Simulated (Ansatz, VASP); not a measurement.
## Cross-check of Be72H143 (V_H1) between VASP and Ansatz

Wanted: the spread between two codes on one cell, functional and k mesh. The cell is taken from a series of runs on this material, whose earlier steps may have relaxed, scaled, displaced or heated it; both programs get it as it stands.

Method: plane waves, with VASP 6.6.1 beside it; single point at PBEsol, in Ansatz 0.2.0.

## 1. Starting point

The cell holds 215 atoms: 72 Be and 143 H. Cell: a = 11.980 Å, b = 12.225 Å, c = 12.225 Å, α = 76.1°, β = 70.9°, γ = 70.9°. It derives from BeH2 (BeH2 (Ibam)). Nearest the centre at fractional (0.610, 0.532, 0.378): Be27 at 1.17 Å, Be37 at 1.24 Å, H146 at 2.04 Å, H174 at 2.11 Å, H136 at 2.30 Å, H155 at 2.37 Å, H126 at 2.44 Å, H173 at 2.46 Å. The cell carries charge +1.

## 2. VASP: single point, PBEsol

With cell and atoms fixed, the geometry can't cause a difference; cores, projectors, grids and the points listed under the comparison can.

Lines of VASP's logs that name or quote its potential files are left out, and so is its time.

INCAR reads:

```
SYSTEM = Be72H143
PREC = Accurate
ENCUT = 520
EDIFF = 1E-06
NELM = 120
ISMEAR = -1
SIGMA = 0.01
LREAL = Auto
ALGO = Normal
GGA = PS
NELECT = 286
NBANDS = 293
LORBIT = 11
LWAVE = .FALSE.
LCHARG = .FALSE.
ISIF = 2
LASPH = .TRUE.
GGA_COMPAT = .FALSE.
EFERMI = MIDGAP
```

POSCAR reads:

```
Be72H143
1.0
   11.9799784523      0.0000000000      0.0000000000
    3.9933261508     -8.7573595481      7.5377721599
    3.9933261508     -8.7573595481     -7.5377721599
Be H
72 143
Direct
    0.1659429007      0.1251876260      0.3749437639
    0.1664849922      0.3749262998      0.1249434611
[... 24 atom lines left out ...]
    0.5893487579      0.4411620633      0.4161048186
[... 1 atom line left out ...]
    0.4842630810      0.3297194122      0.3368397242
[... 2 atom lines left out ...]
    0.5009324377      0.3760218620      0.6244500470
[... 4 atom lines left out ...]
    0.5102687320      0.6068714080      0.3790393975
[... 2 atom lines left out ...]
    0.5176948392      0.6621935038      0.1678704814
    0.4814904672      0.8273020598      0.3360560483
[... 4 atom lines left out ...]
    0.5163565525      0.6656650559      0.6658720235
[... 1 atom line left out ...]
    0.4068074743      0.5831361103      0.5799176615
[... 1 atom line left out ...]
    0.8339791599      0.3758920971      0.1242553603
    0.9288417969      0.4179334416      0.4154848424
[... 1 atom line left out ...]
    0.8116819146      0.3425671885      0.3330793791
[... 7 atom lines left out ...]
    0.8337707760      0.6258508230      0.3748312201
[... 2 atom lines left out ...]
    0.8504121451      0.6658661173      0.1657296557
[... 1 atom line left out ...]
    0.7387152865      0.5842556510      0.0830279350
[... 5 atom lines left out ...]
    0.7377367900      0.5846957711      0.5840483810
[... 33 atom lines left out ...]
    0.2763623353      0.5321521460      0.3781880285
[... 6 atom lines left out ...]
    0.3087613372      0.6573406335      0.6593157231
[... 7 atom lines left out ...]
    0.5490386752      0.3719549048      0.2200413102
    0.5493442679      0.2122561442      0.3694339861
[... 3 atom lines left out ...]
    0.4732265657      0.4091575098      0.4136203459
[... 6 atom lines left out ...]
    0.5496562913      0.3730675635      0.7184043625
[... 1 atom line left out ...]
    0.3894292135      0.4675665804      0.6226135010
    0.6115573577      0.3809306017      0.5320798955
[... 6 atom lines left out ...]
    0.4505425815      0.2829623936      0.6285551625
[... 1 atom line left out ...]
    0.5492872509      0.8699391364      0.2208764753
    0.5573419282      0.7100481468      0.3671556894
[... 2 atom lines left out ...]
    0.6412820793      0.6583475488      0.1598629141
[... 1 atom line left out ...]
    0.3583282446      0.8405243216      0.3397503990
    0.5208278780      0.5903511792      0.0884369873
    0.3842864581      0.6310298777      0.4674438539
    0.4491438705      0.7792827556      0.1331320022
    0.4526427723      0.6182427281      0.2822776598
[... 4 atom lines left out ...]
    0.6399935930      0.6603935777      0.6594899838
[... 2 atom lines left out ...]
    0.5211745222      0.5917116979      0.5875420261
[... 4 atom lines left out ...]
    0.8840598006      0.3735832704      0.2169347342
    0.8726997433      0.2249047987      0.3750957105
    0.7246050796      0.4681294871      0.1175869985
[... 2 atom lines left out ...]
    0.8119853515      0.4168905026      0.4079896420
    0.6872117264      0.3623448580      0.3322727018
[... 7 atom lines left out ...]
    0.7230381497      0.4685497450      0.6220226785
[... 15 atom lines left out ...]
    0.6940344904      0.8375719838      0.3416223788
    0.8539067976      0.5901917091      0.0900513725
    0.7237435359      0.6221643779      0.4677007969
    0.9443310335      0.5337202127      0.3790876667
[... 1 atom line left out ...]
    0.7840950391      0.6277589222      0.2819954161
[... 11 atom lines left out ...]
    0.7831595239      0.6291554423      0.7817126816
```

KPOINTS reads:

```
Automatic mesh
0
Gamma
1 1 1
0 0 0
```

PAW data sets: Be and H (PBE family, release 64).

Started as:

```console
$ export OMP_NUM_THREADS=4
$ mpirun -np 1 vasp_gam
```

Numbers of over 12 decimals in the logs are rounded to 6 here.

The program printed:

```text
[banner, memory and clock lines left out]
running    1 mpi-ranks, on    1 nodes
[...]
Offloading initialized ...    1 GPUs detected
[...]
|                                                                             |
|               ----> ADVICE to this user running VASP <----                  |
|                                                                             |
|     You enforced a specific xc type in the INCAR file but a different       |
|     [... a line on the potential file left out ...]
|     I HOPE YOU KNOW WHAT YOU ARE DOING!                                     |
|                                                                             |

 LDA part: xc-table for (Slater+PW92), standard interpolation
 POSCAR, INCAR and KPOINTS ok, starting setup
[...]
entering main loop
       N       E                     dE             d eps       ncg     rms          rms(c)
DAV:   1     0.981540637225E+03    0.98154E+03   -0.11872E+05   586   0.860E+02
DAV:   2    -0.578712634704E+03   -0.15603E+04   -0.12898E+04   868   0.181E+02
DAV:   3    -0.796454300178E+03   -0.21774E+03   -0.21290E+03   732   0.580E+01
DAV:   4    -0.801179373346E+03   -0.47251E+01   -0.47128E+01   764   0.907E+00
DAV:   5    -0.801203233455E+03   -0.23860E-01   -0.23853E-01   740   0.748E-01BRMIX: very serious problems
 the old and the new charge density differ
 old charge density:   287.00000 new  286.00000
    0.363E+01
DAV:   6    -0.774050695362E+03    0.27153E+02   -0.94225E+00   676   0.396E+00    0.203E+01
DAV:   7    -0.762657168620E+03    0.11394E+02   -0.24595E+01   716   0.590E+00    0.504E+00
DAV:   8    -0.762866480311E+03   -0.20931E+00   -0.18057E+00   692   0.170E+00    0.540E+00
DAV:   9    -0.762846358473E+03    0.20122E-01   -0.79063E-03   772   0.119E-01    0.540E+00
[...]
DAV:  28    -0.762457985515E+03    0.13301E-05   -0.69465E-07   340   0.161E-03    0.794E-03
DAV:  29    -0.762457984325E+03    0.11909E-05   -0.64207E-07   516   0.190E-03    0.405E-03
DAV:  30    -0.762457984019E+03    0.30521E-06   -0.10082E-06   356   0.150E-03
   1 F= -.76245798E+03 E0= -.76245798E+03  d E =-.747371E-08
```

OUTCAR, selected parts (step 2):

```text
  FREE ENERGIE OF THE ION-ELECTRON SYSTEM (eV)
  ---------------------------------------------------
  free  energy   TOTEN  =      -762.4579840193 eV

  energy  without entropy=     -762.4579840119  energy(sigma->0) =     -762.45798402
```

The run ends at a pressure of -0.35 GPa, with forces up to 5.0 eV/Å.

(Continued in part 2 of 2.)

[Lines on the potential files, build, host, timing and source positions are cut from VASP's logs without a mark.]

[Logs are printed without paths, hosts, clocks, repeated set-up lines and the standing remarks that a program may print on its own settings, such as how far it seeks lower states.]

[Hosts, paths, dates, database ids (printed as entryN), source tags and the programs' standing remarks are cut or masked in the printed files.]
